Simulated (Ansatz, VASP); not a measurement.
# SnPt in two plane-wave programs, part 2 of 2

One calculation is typed for both programs; each brings its own data sets. How far apart do they land? The cell is generated by rule, not measured, and may not be a known phase. The cell is taken from a series of runs on this material, whose earlier steps may have relaxed, scaled, displaced or heated it; both programs get it as it stands.

VASP 6.6.1 and Ansatz 0.2.0.

So far: Starting point; VASP: zone-centre phonons, PBEsol.

The structure was built from a prototype and need not be the compound's stable phase.

### 3. Ansatz: zone-centre phonons, PBEsol

Level of this step: Ansatz beside VASP: Kohn-Sham DFT, plane waves, PBEsol (Ansatz).

Ansatz runs on its default PAW (the set named soft_2) files.

The same cell, functional, mesh and smearing now go to Ansatz, which takes its cutoff from its data sets.

Contents of input.yaml:

```yaml
crystal:
  lattice:
    - [4.0923621109, 2.7242e-06, 0.0]
    - [-2.0461834147, 3.5440881875, 0.0]
    - [0.0, 0.0, 7.2335126756]
  atoms:
    - { symbol: Pt, position: [0.3333333333, 0.6666666667, 0.0084414689] }
    - { symbol: Pt, position: [0.6666666667, 0.3333333333, 0.5084414689] }
    - { symbol: Sn, position: [0.3333333333, 0.6666666667, 0.3665585311] }
    - { symbol: Sn, position: [0.6666666667, 0.3333333333, 0.8665585311] }
kpoints:
  mp_grid: { grid: [12, 12, 6] }
hamiltonian:
  xc: pbesol
scf:
  occupations: { method: methfessel_paxton, width: 0.15 }
output:
  eigenvalues: true
phonons:
  method: dfpt
```

On the command line:

```bash
$ ansatz run input.yaml --threads 8 --pin off --max-ram 14336MiB --backend cpu --events-out ev --progress --plain --runs-dir out
```

Numbers of over 12 decimals in the logs are rounded to 6 here.

What it wrote:

```text
Engine: ansatz 0.2.0, aarch64-unknown-linux-gnu
Pseudopotentials: kind: paw
Pseudopotential: Pt, paw, valence charge 18, recommended cutoff 420 eV (normal), Pt.paw.azcp
Pseudopotential: Sn, paw, valence charge 14, recommended cutoff 420 eV (normal), Sn.paw.azcp
Functional definition: PBEsol
  exchange = pbesol_x
  correlation = pbesol_c
Crystal: 4 atoms, lattice volume = 104.913 Å³
Basis set: ecut = 420 eV, 2029 PW (Γ), exchange–correlation on 60×60×100 points (8 copies of the dense FFT grid, shifted against one another)
Bands: 39, of which v1, the nominal top of the filled ones, is band 32 counted from 1 (31 counted from 0)
Symmetry: 12 space group operations
k-points: 242 of 864 (irreducible under 2 space group operations, time reversal used)
Non-local potential: Pt, projectors of the file, l = 0: 3, l = 1: 2, l = 2: 2, l = 3: 1
Non-local potential: Sn, projectors of the file, l = 0: 2, l = 1: 2, l = 2: 2, l = 3: 2
PAW form: soft (Blöchl's): semilocal exchange-correlation on the pseudo side does not see the compensation charge
PAW frozen core: Pt, regenerated for the run's functional, and the local potential with it (the file was generated under x = pbe(κ = 0.804, μ = 0.219515), c = pbe(β = 0.066725))
PAW frozen core: Sn, regenerated for the run's functional, and the local potential with it (the file was generated under x = pbe(κ = 0.804, μ = 0.219515), c = pbe(β = 0.066725))
PAW one-centre angular grid: Pt, 590 points (default); XC on 64 Gauss nodes
PAW one-centre angular grid: Sn, 590 points (default); XC on 64 Gauss nodes
Initial density: superposition of atomic densities (neutral atoms: chi_scale 0, normalization atom), corrected by the library's trained network
Initial wavefunctions: pseudopotential atomic-orbital guess
Functional: x = pbesol(κ = 0.804, μ = 0.123457), c = pbesol(β = 0.046)
SCF iter   1: F=—  HF=-36667.360847 eV  |F-HF|=—  |Δ(HF+E_count)|=         —  Δρ=3.49e-3  dr2=1.14e-2  ethr=1.77e-3  ⟨swp⟩=6.4  Hψ=37906  notcnv=0
preconditioner: auto → LDOS  [metal: Δε(μ)=0.003 eV  Ē_g=14.793 eV  σ=0.150 eV  W_gap=0.02  n_scr=34 (ndim 8)  ℏωp=25.1 eV  f_vac=0.042  D(μ)=2.09/eV (n_scr^D=10)  β→1.0]
SCF iter   2: F=—  HF=-36667.359833 eV  |F-HF|=—  |Δ(HF+E_count)|=   1.01e-3  S|Δr|=    0.00e0  Δρ=2.48e-3  dr2=6.60e-3  ethr=1.79e-5  ⟨swp⟩=2.5  Hψ=17655  notcnv=0
SCF iter   3: F=—  HF=-36667.357756 eV  |F-HF|=—  |Δ(HF+E_count)|=   2.08e-3  S|Δr|=    0.00e0  Δρ=3.60e-4  dr2=1.57e-4  ethr=1.03e-5  ⟨swp⟩=2.0  Hψ=14801  notcnv=0
SCF iter   4: F=—  HF=-36667.357725 eV  |F-HF|=—  |Δ(HF+E_count)|=   3.11e-5  S|Δr|=    0.00e0  Δρ=8.86e-5  dr2=1.10e-5  ethr=2.45e-7  ⟨swp⟩=2.0  Hψ=16326  notcnv=0
SCF iter   5: F=—  HF=-36667.357721 eV  |F-HF|=—  |Δ(HF+E_count)|=   4.00e-6  S|Δr|=    0.00e0  Δρ=3.01e-5  dr2=1.26e-6  ethr=1.72e-8  ⟨swp⟩=2.0  Hψ=14818  notcnv=0
SCF iter   6: F=—  HF=-36667.357718 eV  |F-HF|=—  |Δ(HF+E_count)|=   2.57e-6  S|Δr|=    0.00e0  Δρ=8.61e-6  dr2=9.42e-8  ethr=1.97e-9  ⟨swp⟩=2.0  Hψ=15161  notcnv=0
SCF iter   7: F=—  HF=-36667.357718 eV  |F-HF|=—  |Δ(HF+E_count)|=  2.91e-11  S|Δr|=    0.00e0  Δρ=2.82e-6  dr2=1.06e-8  ethr=1.47e-10  ⟨swp⟩=2.0  Hψ=16092  notcnv=0
SCF iter   8: F=—  HF=-36667.357718 eV  |F-HF|=—  |Δ(HF+E_count)|=   2.82e-9  S|Δr|=    0.00e0  Δρ=6.02e-7  dr2=3.55e-10  ethr=1.66e-11  ⟨swp⟩=2.0  Hψ=14870  notcnv=0
SCF iter   9: F=—  HF=-36667.357718 eV  |F-HF|=—  |Δ(HF+E_count)|=  2.18e-10  S|Δr|=    0.00e0  Δρ=1.59e-7  dr2=2.04e-11  ethr=1.00e-12  ⟨swp⟩=2.0  Hψ=12258  notcnv=0
SCF iter  10: F=-36667.357718 eV  HF=-36667.357718 eV  |F-HF|=1.46e-11  |Δ(HF+E_count)|=  7.28e-12  S|Δr|=    0.00e0  Δρ=4.95e-8  dr2=2.98e-12  ethr=1.00e-12  ⟨swp⟩=10.8  Hψ=46779  notcnv=0
SCF 1 converged in 10 iterations: F = -36667.357718 eV  dr2 = 2.98e-12
  greatest PAW one-centre occupation: 1.000 electrons in one spin orbital (limit 2), on the Pt atom at site 1 (counted from 0), in its partial waves of l = 0
DFPT response loops at Γ: preconditioner auto → Kerker (q_TF=auto, 2.513 Å⁻¹) (partly filled bands, converged f_vac=0.039); β = 1.00, the filter's whole step (`scf.mixing.beta` (0.50) is not read by the response loops under this deck's `scf.mixing.preconditioner`; to damp them name `kerker` or `kerker_dos`, under which they read `scf.mixing.beta`, and type it under 1.00, their step now; both keys bind the ground state too); Broyden in place of MSR1
SCF converged after 10 iterations
Stability not checked: this state was not tested for a lower state beside it, because cold or Methfessel-Paxton smearing, or corrected tetrahedra, fill the levels in a way that the test cannot read (fill_not_monotonic; see scf.lower_state_search)
Free energy (F): -36667.357718 eV
Harris-Foulkes:  -36667.357718 eV  (|F-HF|=1.46e-11)
Internal energy: -36667.356238 eV  (E = F + TS)
E sigma→0 (E₀):  -36667.357348 eV
Entropy (-TS):   -0.001481 eV (-0.370 meV/atom)
Fermi energy:    10.971832 eV
Step filling:    the computed levels leave a gap of 0.0000 eV = 0.0 smearing widths at the electron count; against every level under it full and every level over it empty, smearing changes F+E_penalty+E_count by -2.659 meV and its σ→0 estimate by -2.289 meV
--- Per-component energies (eV) ---
  E_band       = -845.800983
  E_kinetic    = 1655.787732
  E_local      = -6979.582252  (includes V_loc(G=0)·N_el)
  E_nonlocal   = 348.474711
  E_hartree    = 3114.413630
  E_xc         = -1277.584572
  E_vxc        = -796.741990  (∫ρ·V_xc dr)
  E_paw        = -26769.215009  (= ΣΔE_a)
  E_vpaw       = -1302.566857  (= ΣTr[D̂ρ^β])
  E_aug_tail   = 0.000361  (compensation charges beyond the density's cutoff)
  E_ewald      = -6760.794481
  E_core_change = 1.143642  (= ΣΔE_core)
  E_smearing   = -0.001481  (= −TS)
  E_closure    = 0.000000  (closes the sum)
  Σ components = -36667.357718   (vs F -36667.357718, Δ=0.00e0)
--- Band table (eV; the first three rows and the last of 242) ---
  k-point 0: bands = [... 28 lower, 8.3777, 8.3777, 8.4971, 14.4598, 14.4598, 15.4334, 16.1727, 16.8667, ... 3 higher]
  k-point 1: bands = [... 28 lower, 8.3719, 8.3719, 8.8633, 14.1671, 14.5639, 14.5639, 16.5467, 16.5467, ... 3 higher]
  k-point 2: bands = [... 28 lower, 8.3495, 8.3495, 9.7983, 12.5757, 14.8680, 14.8680, 15.9408, 15.9408, ... 3 higher]
  k-point 241: bands = [... 28 lower, 8.6099, 8.6099, 9.6638, 9.6638, 11.3621, 11.3621, 12.5876, 12.5876, ... 3 higher]
--- Phonons (Γ-DFPT): 4 representative perturbations + reference, on 242 of 864 k-points (Σ response iterations 12) ---
  k mesh reduced under 2 symmetry operations, with k and −k counted as one. Each operation leaves every solved perturbation unchanged. A smaller set is not used because it would not reduce the number of displacements times k-points to solve
  ASR residual: 1.224e-4 → 0.000e0 eV/Å²; symmetrization residual: 2.266e-4 eV/Å²
  ASR residual per site (eV/Å²): 1.22e-4 1.22e-4 1.41e-5 1.41e-5
  Γ frequencies (cm⁻¹): -17.86 -17.86 0.00 0.00 0.00 116.99 166.17 179.25 179.25 179.67 179.67 192.67
  non-analytic LO–TO correction: not included (Born effective charges unavailable; polar crystals: no LO–TO splitting at Γ)
```

The column dr2 measures how far the density is from self-consistency, as an energy; F and HF (Harris–Foulkes) agree once it is small.

### 4. Comparison

Known differences besides the potentials themselves: the data sets hold 64 valence electrons in Ansatz (on its default PAW (the set named soft_2) files) and 48 in VASP; the cutoff is 420 eV in Ansatz and 500 eV in VASP; Ansatz makes its cores anew for this functional, VASP keeps those of its PBE data sets. Total energies have different zeros and are not compared.

Both answers:

```tsv
quantity	Ansatz	VASP	difference
optical mode 1 to 2 (imaginary, printed as negative) (cm⁻¹)	-17.9	-17.3	-0.6
optical mode 3 (cm⁻¹)	117.0	117.3	-0.25 %
optical mode 4 (cm⁻¹)	166.2	166.6	-0.25 %
optical mode 5 to 6 (cm⁻¹)	179.2	180.1	-0.46 %
optical mode 7 to 8 (cm⁻¹)	179.7	180.5	-0.47 %
optical mode 9 (cm⁻¹)	192.7	193.3	-0.34 %
```

Modes are paired by rising frequency, not by their patterns, so a pair may set unlike modes beside each other; they are those without the splitting of longitudinal modes.

### 5. Outcome

```
r.m.s. difference of the optical zone-centre modes, each program's sorted by frequency (zone-centre phonons, PBEsol) : 0.68 cm⁻¹
```

What this shows: The r.m.s. difference of the optical zone-centre modes, each program's sorted by frequency is 0.68 cm⁻¹ (zone-centre phonons, PBEsol). The data sets hold unlike numbers of valence electrons (64 in Ansatz and 48 in VASP), so part of the differences comes from the potentials. How closely two codes agree says nothing of how well the functional describes the real material.

[Lines on the potential files, build, host, timing and source positions are cut from VASP's logs without a mark.]

[Logs are printed without paths, hosts, clocks, repeated set-up lines and the standing remarks that a program may print on its own settings, such as how far it seeks lower states.]

[Hosts, paths, dates, database ids (printed as entryN), source tags and the programs' standing remarks are cut or masked in the printed files.]
